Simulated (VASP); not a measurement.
InAs (zinc blende): the cohesive energy from VASP (plane waves, PAW) at several levels of theory. Atoms are spin-polarised in a large box without symmetry, with the spin fixed by Hund's rule, and may not be in the lowest state of each functional; no zero-point energy is added.

```
level   cohesive energy (eV/atom)
------  -------------------------
LDA                          3.79
PBE                          2.88
PBEsol                       3.26
RPBE                         2.50
r2SCAN                       3.02
```

The cell of the LDA run:

```cif
data_AsIn
_chemical_formula_sum 'In1 As1'
_space_group_name_H-M_alt 'P 1'
_space_group_IT_number 1
_cell_length_a 4.26551
_cell_length_b 4.26551
_cell_length_c 4.26551
_cell_angle_alpha 60.000
_cell_angle_beta 60.000
_cell_angle_gamma 60.000
loop_
_space_group_symop_operation_xyz
  'x, y, z'
loop_
_atom_site_label
_atom_site_type_symbol
_atom_site_fract_x
_atom_site_fract_y
_atom_site_fract_z
_atom_site_occupancy
In1 In 0.00000 0.00000 0.00000 1
As1 As 0.25000 0.25000 0.25000 1
```

Only levels that ran to the end are used. Left out are those held back, those with too coarse a band path, GW runs whose mesh misses a band edge, hybrids' fits of cells that aren't cubic and levels without matching references; a question may draw on a part of the rest.
